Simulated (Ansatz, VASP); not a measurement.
# AlCo in two plane-wave programs, part 2 of 2

Wanted: the spread between two codes on one cell, functional and k mesh. The cell is taken from a series of runs on this material, whose earlier steps may have relaxed, scaled, displaced or heated it; both programs get it as it stands.

VASP 6.6.1 and Ansatz 0.2.0.

So far: Starting point; VASP: zone-centre phonons, PBEsol, pair 1; Ansatz: zone-centre phonons, PBEsol, pair 1; Side by side.

## 5. VASP: zone-centre phonons, PBEsol, pair 2

Level of this step: PBEsol, no spin polarisation; plane waves and PAW (Al, Co) (VASP).

Second derivatives magnify differences that forces hide, and they need a tight electronic threshold. The cell compared in this pair holds 23.38 Å³, against 22.93 Å³ for the pair before.

The input, INCAR:

```
SYSTEM = AlCo
PREC = Accurate
ENCUT = 600
EDIFF = 1E-08
NELM = 120
ISMEAR = 1
SIGMA = 0.2
LREAL = .FALSE.
ALGO = Normal
GGA = PS
NBANDS = 12
LASPH = .TRUE.
LORBIT = 11
LWAVE = .FALSE.
LCHARG = .FALSE.
ISIF = 2
IBRION = 8
GGA_COMPAT = .FALSE.
KPAR = 2
```

The input, POSCAR:

```
AlCo
1.0
    2.8593475155      0.0000000000      0.0000000000
    0.0000000000      2.8593475155      0.0000000000
    0.0000000000      0.0000000000      2.8593475155
Al Co
1 1
Direct
    0.0000000000      0.0000000000      0.0000000000
    0.5000000000      0.5000000000      0.5000000000
```

The input, KPOINTS:

```
Automatic mesh
0
Gamma
16 16 16
0 0 0
```

PAW data sets: Al and Co (PBE family, release 64).

Launch:

```bash
$ mpirun -np 2 vasp_std
```

Numbers of over 12 decimals in the logs are rounded to 6 here.

The log of the run:

```text
[banner, memory and clock lines left out]
running    2 mpi-ranks, on    1 nodes
[...]
[... a notice as in an earlier step ...]

 LDA part: xc-table for (Slater+PW92), standard interpolation
 POSCAR, INCAR and KPOINTS ok, starting setup
[...]
entering main loop
       N       E                     dE             d eps       ncg     rms          rms(c)
DAV:   1     0.383049808513E+02    0.38305E+02   -0.57578E+03  3968   0.118E+03
DAV:   2    -0.132368868166E+02   -0.51542E+02   -0.47701E+02  4036   0.190E+02
DAV:   3    -0.149328804559E+02   -0.16960E+01   -0.16804E+01  4824   0.406E+01
DAV:   4    -0.149595631568E+02   -0.26683E-01   -0.26674E-01  4460   0.452E+00
[...]
DAV:  14    -0.130606255338E+02   -0.33977E-07   -0.73927E-09  3048   0.858E-04    0.202E-04
DAV:  15    -0.130606255448E+02   -0.11052E-07   -0.11936E-09  2328   0.406E-04    0.630E-05
DAV:  16    -0.130606255463E+02   -0.14750E-08   -0.33481E-10  2212   0.166E-04
   1 F= -.13060626E+02 E0= -.13061115E+02  d E =0.146822E-02
[...]
RMM:  10    -0.570817922670E-02    0.30620E-07   -0.17372E-10 17329   0.512E-05    0.211E-05
RMM:  11    -0.570819465120E-02   -0.15425E-07    0.56038E-11 16877   0.163E-05    0.545E-06
RMM:  12    -0.570819230278E-02    0.23484E-08    0.61666E-11 16904   0.675E-06    0.514E-07
 first order change of Fermi-energy   0.36898E-04
 force on displaced ion       1 direction 1 :  -6.860   0.000   0.000
 Linear response progress:
  Degree of freedom:   2/  2
       N       E                     dE             d eps       ncg     rms          rms(c)
RMM:   1    -0.167708755603E+00   -0.16771E+00   -0.10547E-01 14600   0.258E+00
RMM:   2    -0.167425920080E+00    0.28284E-03   -0.25417E-03 14545   0.525E-01    0.164E-01
RMM:   3    -0.167355544852E+00    0.70375E-04   -0.16973E-04 15260   0.108E-01    0.981E-02
RMM:   4    -0.167703383688E+00   -0.34784E-03   -0.21278E-04 16115   0.111E-01    0.776E-03
[...]
RMM:  10    -0.167620776486E+00    0.33435E-06   -0.34489E-10 17497   0.878E-05    0.106E-05
RMM:  11    -0.167620735281E+00    0.41205E-07   -0.37983E-10 18235   0.313E-05    0.328E-06
RMM:  12    -0.167620730486E+00    0.47948E-08   -0.31652E-10 17582   0.126E-05    0.112E-06
 first order change of Fermi-energy   0.30126E-02
 force on displaced ion       2 direction 1 :  -6.862   0.000  -0.000
 Linear response finished
```

From OUTCAR (step 5):

```text
  Total       -1.0077643     -1.0077643     -1.0077643     -0.0000000      0.0000000     -0.0000000
  in kB      -69.0667032    -69.0667032    -69.0667032     -0.0000000      0.0000000     -0.0000000
  external PRESSURE =     -69.0667032 kB  Pullay stress =       0.0000000 kB

 POSITION                                       TOTAL-FORCE (eV/Angst)
 -----------------------------------------------------------------------------------
      0.00000      0.00000      0.00000         0.000000      0.000000      0.000000
      1.42967      1.42967      1.42967         0.000000      0.000000      0.000000
 -----------------------------------------------------------------------------------
    total drift:                                0.000000     -0.000000     -0.000000

[... 1 part as in an earlier step ...]

[... 1 further part left out ...]
```

## 6. Ansatz: zone-centre phonons, PBEsol, pair 2

The same cell, functional, mesh and smearing now go to Ansatz, which takes its cutoff from its data sets.

The cell is taken from a series of runs on this material, whose earlier steps may have relaxed, scaled, displaced or heated it; both programs get it as it stands.

The input, input.yaml:

```yaml
crystal:
  lattice:
    - [2.8593475155, 0.0, 0.0]
    - [0.0, 2.8593475155, 0.0]
    - [0.0, 0.0, 2.8593475155]
  atoms:
    - { symbol: Al, position: [0.0, 0.0, 0.0] }
    - { symbol: Co, position: [0.5, 0.5, 0.5] }
kpoints:
  mp_grid: { grid: [16, 16, 16] }
hamiltonian:
  xc: pbesol
  pseudopotentials: { kind: paw, azcp: { folder: soft_1 }, xc_functional: pbe }
scf:
  occupations: { method: methfessel_paxton, width: 0.2 }
output:
  eigenvalues: true
phonons:
  method: dfpt
```

Launch:

```bash
$ ansatz run input.yaml --threads 4 --pin off --max-ram 10240MiB --backend cpu --events-out ev --progress --plain --runs-dir out
```

The log of the run:

```text
[...]
Crystal: 2 atoms, lattice volume = 23.378 Å³
Basis set: ecut = 420 eV, 461 PW (Γ), exchange–correlation on 40×40×40 points (8 copies of the dense FFT grid, shifted against one another)
Bands: 14, of which v1, the nominal top of the filled ones, is band 10 counted from 1 (9 counted from 0)
Symmetry: 48 space group operations
k-points: 405 of 4096 (irreducible under 8 space group operations, time reversal used)
[...]
k-point 2: bands = [... 6 lower, 11.2968, 13.2170, 13.2170, 13.3847, 18.0120, 20.4610, 20.4610, 22.8135]
  k-point 404: bands = [... 6 lower, 10.2776, 13.9609, 13.9609, 16.5018, 16.5018, 16.5018, 18.2058, 19.4911]
[...]
ASR residual: 1.917e-5 → 0.000e0 eV/Å²; symmetrization residual: 1.983e-6 eV/Å²
  ASR residual per site (eV/Å²): 2.25e-6 1.92e-5
  Γ frequencies (cm⁻¹): 0.00 0.00 0.00 316.31 316.31 316.31
[...]
[key lines of the parts left out:]
SCF converged after 9 iterations
Free energy (F): -5618.757649 eV
Fermi energy:    14.177557 eV
```

## 7. Differences

What differs besides the data sets and the points named for the pairs above, as far as they apply: the data sets hold 20 valence electrons in Ansatz (on its PAW soft_1 files) and 12 in VASP. Total energies have different zeros and are not compared.

Compared:

| quantity | Ansatz | VASP | difference |
| --- | --- | --- | --- |
| optical mode 1 to 3 (cm⁻¹) | 316.3 | 317.5 | -0.37 % |

Modes are paired by rising frequency, not by their patterns, so a pair may set unlike modes beside each other; they are those without the splitting of longitudinal modes.

## 8. What came out

```json
{"r.m.s. difference of the optical zone-centre modes, each program's sorted by frequency (zone-centre phonons, PBEsol, pair 1)": "1.2 cm⁻¹", "r.m.s. difference of the optical zone-centre modes, each program's sorted by frequency (zone-centre phonons, PBEsol, pair 2)": "1.2 cm⁻¹"}
```

**Reading.** The r.m.s. difference of the optical zone-centre modes, each program's sorted by frequency is 1.2 cm⁻¹ (zone-centre phonons, PBEsol, pair 1). The data sets hold unlike numbers of valence electrons (20 in Ansatz and 12 in VASP), so part of the differences comes from the potentials. Such differences can come from data sets, numerical settings and the points named under the comparisons, not from the functional's error against experiment.

[Lines on the potential files, build, host, timing and source positions are cut from VASP's logs without a mark.]

[Logs are printed without paths, hosts, clocks, repeated set-up lines and the standing remarks that a program may print on its own settings, such as how far it seeks lower states.]

[Hosts, paths, dates, database ids (printed as entryN), source tags and the programs' standing remarks are cut or masked in the printed files.]
